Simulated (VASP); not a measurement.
DyHg2 (space group P6/mmm): computed properties

Calculation: PBEsol GGA, VASP's PBE PAW potentials (set 64) (plane waves; VASP).

| Property | Result |
|---|---|
| space group | P6/mmm (191) |
| cell | a = 4.8513 Å, b = 4.8513 Å, c = 3.3690 Å, α = 90.00°, β = 90.00°, γ = 120.00° |
| volume per atom | 22.89 Å³/atom |
| band gap (over mesh and band path) | none (metal, semimetal or under 0.01 eV) |
| band gap with spin-orbit coupling | none (metallic) |
| density | 13.63 g/cm³ |

```
DyHg2
1.0
    4.85128     0.00000     0.00000
   -2.42564     4.20133     0.00000
    0.00000     0.00000     3.36897
Dy Hg
1 2
Direct
  0.00000   0.00000   0.00000
  0.33333   0.66667   0.50000
  0.66667   0.33333   0.50000
```

The 4f electrons are frozen in the core of the lanthanide potential, so 4f levels, which can set the real gap, and their magnetism are missing. Unless said otherwise, spin-orbit coupling is left out, though it shifts the bands of the heavy elements here.

The structure comes from a measured DyHg2 entry (P6/mmm) of the Crystallography Open Database, whose conditions weren't checked. It was relaxed first. Symmetry was kept, so distortions that lower it aren't found. The electron count is odd and the run is not spin-polarised, which forces a metal.
